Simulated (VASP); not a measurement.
Consider the following.

```
CELL_PARAMETERS angstrom
      4.22177     0.00000     0.00000
      0.00000     4.22177     0.00000
      0.00000     0.00000     4.22177
ATOMIC_POSITIONS crystal
  Cu 0.75000 0.25000 0.75000
  Cu 0.25000 0.75000 0.75000
  Cu 0.75000 0.75000 0.25000
  Cu 0.25000 0.25000 0.25000
  O  0.00000 0.00000 0.00000
  O  0.50000 0.50000 0.50000
```

Level of theory: LDA (Ceperley-Alder, Perdew-Zunger), VASP's LDA PAW potentials (set 64) (plane waves; VASP). Numerical set-up: 520 eV cut-off, 5×5×5 Γ-centred mesh, Gaussian smearing of 0.050 eV, potentials Cu O.

Problem. Give the stress tensor in GPa (positive for a compressed cell).

Solution. 
```
-4.15   0.00   0.00
 0.00  -4.15   0.00
 0.00   0.00  -4.15
```
The pressure is its mean diagonal, -4.15 GPa.

The compound is Cu2O in the cuprite structure. This cell is one point of a volume scan, at 1.03 of the reference volume.
